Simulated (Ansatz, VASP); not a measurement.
**One calculation of BiRu, two programs**

File INCAR:

```
SYSTEM = BiRu
PREC = Accurate ; ENCUT = 520
EDIFF = 1E-6 ; ISMEAR = 0
SIGMA = 0.0691 ; LREAL = .False.
LASPH = .True. ; NELM = 100
ALGO = Normal ; ISIF = 2
LWAVE = .False. ; LCHARG = .False.
NBANDS = 52
```

File KPOINTS:

```
regular mesh
0
Gamma
  7 7 8
  0 0 0
```

The input POSCAR:

```
BiRu
1.0
    2.8594061600      4.9526336300      0.0000000000
   -2.8594061600      4.9526336300      0.0000000000
    0.0000000000      0.0000000000      4.4598271300
Ru Bi
3 3
Direct
    0.5000000000      0.5000000000      0.0000000000
    0.5000000000      0.0000000000      0.0000000000
    0.0000000000      0.5000000000      0.0000000000
    0.3333000000      0.3334000000      0.5000000000
    0.6666000000      0.6667000000      0.5000000000
    0.0000000000      0.0000000000      0.0000000000
```

Input for Ansatz:

```yaml
crystal:
  lattice:
    - [2.85940616, 4.95263363, 0.0]
    - [-2.85940616, 4.95263363, 0.0]
    - [0.0, 0.0, 4.45982713]
  atoms:
    - { symbol: Ru, position: [0.5, 0.5, 0.0] }
    - { symbol: Ru, position: [0.5, 0.0, 0.0] }
    - { symbol: Ru, position: [0.0, 0.5, 0.0] }
    - { symbol: Bi, position: [0.3333, 0.3334, 0.5] }
    - { symbol: Bi, position: [0.6666, 0.6667, 0.5] }
    - { symbol: Bi, position: [0.0, 0.0, 0.0] }
  symmetry: { tolerance: 0.0003 }
kpoints:
  mp_grid: { grid: [7, 7, 8], shift: [0, 0, 0] }
  band_path:
    path:
      - [0.0, 0.0, 0.0]
      - [0.49999996, -1.6e-07, 0.0]
      - [0.66666651, 0.3333331, 0.0]
      - [0.0, 0.0, 0.0]
      - [0.0, 0.0, 0.5]
      - [0.49999996, -1.6e-07, 0.5]
      - [0.66666651, 0.3333331, 0.5]
      - [0.0, 0.0, 0.5]
      - [0.49999996, -1.6e-07, 0.5]
      - [0.49999996, -1.6e-07, 0.0]
      - [0.66666651, 0.3333331, 0.5]
    npoints: 6
magnetization:
  spin_polarized: false
scf:
  occupations: { method: gaussian, width: 0.0691 }
  lower_state_search: "off"
  max_iter: 200
hamiltonian:
  pseudopotentials: { kind: paw }
  xc: lda
basis:
  ecutwfc: 420
  fft_grid_basis: typed
output:
  forces: true
  stress: true
  eigenvalues: true
  bader: true
  populations: true
  elf: true
  write_potential: true
  volumetric_format: npy
  dos:
    e_range: [-12, 8]
    de: 0.05
    projected: { site_lists: { Bi: [Bi], Ru: [Ru] } }
checkpoint:
  read: saved_state
```

The cell was built by a generator and needn't be a form met in nature.

Alike in both runs: task single point; functional LDA; k mesh 7 × 7 × 8; occupations gaussian, width 0.0691 eV; no spin polarisation.

|  | VASP | Ansatz |
| --- | --- | --- |
| version | VASP 6.6.1 | Ansatz 0.2.0 |
| potentials or method | VASP PAW LDA potentials, release 64 (Ru_pv, Bi_d) | PAW plane waves |
| plane-wave cutoff (eV) | 520 | 420 |
| valence electrons in the cell | 87 | 93 |

|  | VASP | Ansatz | Ansatz less VASP |
| --- | --- | --- | --- |
| pressure (GPa) | -4.3 | -4.6 | -0.33 |
| largest component of the traceless stress (GPa) | 3.41 | 3.35 | -0.059 |

The two sets of potentials don't hold the same shells in valence. Ansatz warned: «structure_snapped_to_symmetry».

Caveats: spin-orbit coupling is left out, which moves the levels of the heavy elements.
